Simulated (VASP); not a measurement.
Input:

```xyz
3
Lattice="0.0000 2.2778 2.2778 2.2778 0.0000 2.2778 2.2778 2.2778 0.0000" Properties=species:S:1:pos:R:3 pbc="T T T"
Be     1.1389     1.1389     1.1389
Be     3.4167     3.4167     3.4167
B      0.0000     0.0000     0.0000
```

All values below come from PBEsol GGA, VASP's PBE PAW potentials (set 64) (plane waves; VASP). Settings: 520 eV cut-off, Gaussian smearing of 0.050 eV, potentials Be B.

**Question.** Predict the band gap (along the path) with the smallest direct gap where there is one.

**Answer.** 
| Item | Result |
|---|---|
| band gap (along the path) | none (metal, semimetal or under 0.01 eV) |

The structure comes from a measured Be2B entry (Fm-3m) of the Crystallography Open Database, whose conditions weren't checked. It was relaxed first, which changed the volume by -7 %. The electron count is odd and the run is not spin-polarised, which forces a metal.
